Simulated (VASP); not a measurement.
Level of theory: vdW-DF2, VASP's PBE PAW potentials (set 64) (plane waves; VASP).

VASP input:

INCAR:
```
SYSTEM  =  FeAl
PREC  =  Accurate; ENCUT  =  520; LREAL  =  F
LASPH  =  T
EDIFF  =  1E-7; NELM  =  100; ALGO  =  Normal
LMAXMIX  =  4
ISMEAR  =  1; SIGMA  =  0.1
GGA  =  ML; LUSE_VDW  =  T; AGGAC  =  0.0
ZAB_VDW  =  -1.8867
ISIF  =  2
LWAVE  =  F; LCHARG  =  F
```

### POSCAR
```
FeAl
1
    2.8763763442     0.0000000000     0.0000000000
    0.0000000000     2.8763763442     0.0000000000
    0.0000000000     0.0000000000     2.8763763442
Al Fe
1 1
Direct
  0.5000000000   0.5000000000   0.5000000000
  0.0000000000   0.0000000000   0.0000000000
```

KPOINTS:
```
Automatic
0
G
 13 13 13
0 0 0
```

POTCAR, in this order: Al Fe (PBE.64 set). Program: vasp_std.

Task: What does the run give for the energy per atom (σ→0), pressure, band gap (on the k-mesh)?

Result: 
```json
{
  "energy per atom (σ→0)": "-3.659 eV/atom",
  "band gap (on the k-mesh)": "none (metal, semimetal or under 0.01 eV)",
  "pressure": "5.34 GPa"
}
```

**OSZICAR**
```
...
DAV:   9    -0.731801288743E+01    0.79080E-02   -0.29123E-02  1827   0.292E+00    0.272E-01
DAV:  10    -0.731809710778E+01   -0.84220E-04   -0.10812E-03  1844   0.402E-01    0.361E-02
DAV:  11    -0.731806574245E+01    0.31365E-04   -0.86765E-05  1884   0.108E-01    0.695E-03
DAV:  12    -0.731806520689E+01    0.53556E-06   -0.18599E-06  1650   0.145E-02    0.510E-03
DAV:  13    -0.731806491840E+01    0.28849E-06   -0.48586E-07  1055   0.755E-03    0.196E-03
DAV:  14    -0.731806503722E+01   -0.11882E-06   -0.17702E-07   946   0.365E-03    0.462E-04
DAV:  15    -0.731806508240E+01   -0.45184E-07   -0.22168E-08   786   0.227E-03
   1 F= -.73180651E+01 E0= -.73176881E+01  d E =-.113081E-02
```

The compound is FeAl in the CsCl type structure. This cell is one point of a volume scan, at 0.97 of the reference volume. The run is not spin-polarised, so no magnetic state was tried. The electron count is odd and the run is not spin-polarised, which forces a metal.
